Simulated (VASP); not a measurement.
VASP runs on MoS$_{2}$ (space group P6_3/mmc) share one base input (PBE GGA, plane waves, VASP's PBE PAW potentials (set 64)) and change the settings named in each case.

File POSCAR:
```
MoS2
3.1500720
  1.0000000000   0.0000000000   0.0000000000
 -0.5000000000   0.8660252845   0.0000000000
  0.0000000000   0.0000000000   4.1370832159
Mo S
2 4
Cart
  0.0000000000   0.0000000000   1.0342708040
  0.0000000000   0.0000000000   3.1028124119
 -0.0000005000   0.5773504783   1.5213709818
  0.5000005000   0.2886748062   2.6157122341
  0.5000005000   0.2886748062   3.5899125897
 -0.0000005000   0.5773504783   0.5471706261
```

**KPOINTS**
```
Automatic mesh
0
gamma
6 6 2
0 0 0
```

### INCAR
```
SYSTEM = MoS2
PREC = Accurate
ENCUT = 300
EDIFF = 1E-6
NELM = 100
ALGO = Normal
LREAL = .FALSE.
LASPH = .TRUE.
ISMEAR = 0
SIGMA = 0.02
GGA = PE
LMAXMIX = 4
LWAVE = .FALSE.
LCHARG = .FALSE.
ISIF = 2
```

POTCAR, in this order: Mo_sv S (PBE.64 set). Program: vasp_std.

| change | E(σ→0) (eV/atom) | pressure (GPa) | largest force (eV/Å) | −TS (eV) |
|---|---|---|---|---|
| base run | -7.2615 | 5.77 | 0.736 | 0.0000 |
| EDIFF = 1E-09, ENCUT = 420, KPOINTS 9×9×3 Γ-centred mesh | -7.2647 | (withheld) | (withheld) | 0.0000 |
| ENCUT = 150, SIGMA = 0.2, KPOINTS 4×4×4 Γ-centred mesh | -6.4281 | -149.21 | 0.455 | 0.0000 |
| ENCUT = 180, ISMEAR = 1, SIGMA = 0.2, KPOINTS 6×6×6 Γ-centred mesh shifted by (0.5, 0.5, 0.5) | -7.0654 | -49.75 | 0.359 | 0.0009 |
| ENCUT = 210, KPOINTS 8×8×8 Γ-centred mesh | -7.1989 | -11.96 | 0.684 | 0.0000 |
| ENCUT = 180, GGA removed, KPOINTS 1×1×1 Γ-centred mesh, POTCAR Mo_sv S (LDA.64 set) | -5.1107 | -40.70 | 4.094 | 0.0000 |

Question: What belongs in the gaps?

Answer: 
- EDIFF = 1E-09, ENCUT = 420, KPOINTS 9×9×3 Γ-centred mesh, pressure (GPa): 5.96
- EDIFF = 1E-09, ENCUT = 420, KPOINTS 9×9×3 Γ-centred mesh, largest force (eV/Å): 0.723

Energies of different potentials or functionals have different zeros.  At 300 eV the pressure can carry a Pulay error.

Left out are runs that ran out of time, are held back, or changed the cell or the kind of run, fixed moments of cells without a moment, rows past the twelfth, gaps on odd meshes, pressures of charged cells and columns that move by less than the noise.

The structure comes from a computed database's MoS2 entry; how it stands against other phases isn't given here. The cell was not relaxed at this level, forces remain on its atoms, its lattice was scaled by up to 2.5 %.
